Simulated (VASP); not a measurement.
Input:

```yaml
crystal:
  lattice:
    - [0.00000, 2.68716, 2.68716]
    - [2.68716, 0.00000, 2.68716]
    - [2.68716, 2.68716, 0.00000]
  atoms:
    - { symbol: Mg, position: [0.00000, 0.00000, 0.00000] }
    - { symbol: S, position: [0.50000, 0.50000, 0.50000] }
```

The numbers are results of RPBE GGA, VASP's PBE PAW potentials (set 64) (plane waves; VASP), not measurements. Numerical set-up: 520 eV cut-off, 9×9×9 Γ-centred mesh, Gaussian smearing of 0.050 eV, potentials Mg S.

Question: Predict the energy per atom (σ→0), pressure.

Answer: 
The energy per atom (σ→0) is -3.975 eV/atom. The pressure is -3.61 GPa.

The absolute energy has meaning only against runs of the same code, potentials and settings.

The compound is MgS in the rock salt structure. This cell is one point of a volume scan, at 1.06 of the reference volume.
